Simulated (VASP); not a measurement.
```yaml
crystal:
  lattice:
    - [3.30046, 0.00000, 0.00000]
    - [-1.65023, 2.85828, 0.00000]
    - [0.00000, 0.00000, 10.89738]
  atoms:
    - { symbol: Zn, position: [0.00000, 0.00000, 0.25097] }
    - { symbol: Zn, position: [0.33333, 0.66667, 0.01443] }
    - { symbol: Zn, position: [0.33333, 0.66667, 0.48699] }
    - { symbol: Cd, position: [0.00000, 0.00000, 0.75659] }
    - { symbol: O, position: [0.00000, 0.00000, 0.95897] }
    - { symbol: O, position: [0.00000, 0.00000, 0.43141] }
    - { symbol: O, position: [0.33333, 0.66667, 0.66548] }
    - { symbol: O, position: [0.33333, 0.66667, 0.19506] }
```

Method: PBEsol GGA, VASP's PBE PAW potentials (set 64) (plane waves; VASP). Numerical set-up: 520 eV cut-off, 9×9×3 Γ-centred mesh, tetrahedra with Blöchl corrections, potentials Zn Cd O.

The cores are frozen, which limits the accuracy of field gradients.

Question: Give the principal components of the electric field gradient (V/Å²) and the asymmetry η at each nucleus.

Answer: 
| atom | Vxx | Vyy | Vzz | η |
|---|---|---|---|---|
| Zn1 | 4.1 | 4.1 | -8.1 | 0.00 |
| Zn2 | 3.7 | 3.7 | -7.4 | 0.00 |
| Zn3 | 1.7 | 1.7 | -3.5 | 0.00 |
| Cd4 | 1.9 | 1.9 | -3.9 | 0.00 |
| O5 | 0.2 | 0.2 | -0.5 | - |
| O6 | 2.6 | 2.6 | -5.2 | 0.00 |
| O7 | -20.8 | -20.8 | 41.5 | 0.00 |
| O8 | 2.4 | 2.4 | -4.8 | 0.00 |

The structure comes from a computed database's Zn3CdO4 entry (P3m1); how it stands against other phases isn't given here. It was relaxed first.
